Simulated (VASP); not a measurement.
All values below come from optB86b-vdW, VASP's PBE PAW potentials (set 64) (plane waves; VASP).

VASP ran on this input.

### KPOINTS
```
K-points
0
G
  9 9 9
```

### POSCAR
```
AuAl2
1
    0.0000000000     3.0432279640     3.0432279640
    3.0432279640     0.0000000000     3.0432279640
    3.0432279640     3.0432279640     0.0000000000
Al Au
2 1
Direct
  0.2500000000   0.2500000000   0.2500000000
  0.7500000000   0.7500000000   0.7500000000
  0.0000000000   0.0000000000   0.0000000000
```

### INCAR
```
! general
SYSTEM   = AuAl2
PREC     = Accurate
ENCUT    = 520
LREAL    = F
LASPH    = T

! electronic loop
EDIFF    = 1E-7
NELM     = 100
ALGO     = Normal
LMAXMIX  = 6

! smearing
ISMEAR   = 1
SIGMA    = 0.1

! functional
GGA      = MK
LUSE_VDW = T
AGGAC    = 0.0
PARAM1   = 0.1234
PARAM2   = 1.0

! ions
ISIF     = 2

! output
LWAVE    = F
LCHARG   = F
```

POTCAR, in this order: Al Au (PBE.64 set). Program: vasp_std.

Unless said otherwise, spin-orbit coupling is left out, though it shifts the bands of the heavy elements here.

Task: Estimate the energy per atom (σ→0), pressure, band gap (on the k-mesh).

Result: 
```
Property                                                    Result
------------------------  ----------------------------------------
energy per atom (σ→0)                       -228.2 kJ/mol of atoms
band gap (on the k-mesh)  none (metal, semimetal or under 0.01 eV)
pressure                                                 -2.91 GPa
```

### OSZICAR
```
...
DAV:   7    -0.711856047449E+01    0.70019E-01   -0.29964E-01   896   0.650E+00    0.179E+00
DAV:   8    -0.709549039559E+01    0.23070E-01   -0.30113E-02   972   0.140E+00    0.394E-01
DAV:   9    -0.709466972648E+01    0.82067E-03   -0.40853E-03   992   0.768E-01    0.183E-01
DAV:  10    -0.709483371974E+01   -0.16399E-03   -0.28902E-04   904   0.147E-01    0.349E-02
DAV:  11    -0.709483000386E+01    0.37159E-05   -0.83646E-06  1028   0.256E-02    0.156E-02
DAV:  12    -0.709483112690E+01   -0.11230E-05   -0.30001E-06   900   0.134E-02    0.320E-03
DAV:  13    -0.709483117959E+01   -0.52696E-07   -0.28654E-07   936   0.549E-03
   1 F= -.70948312E+01 E0= -.70942337E+01  d E =-.179245E-02
```

The compound is AuAl2 in the fluorite structure. This cell is one point of a volume scan, at 1.03 of the reference volume. The electron count is odd and the run is not spin-polarised, which forces a metal.
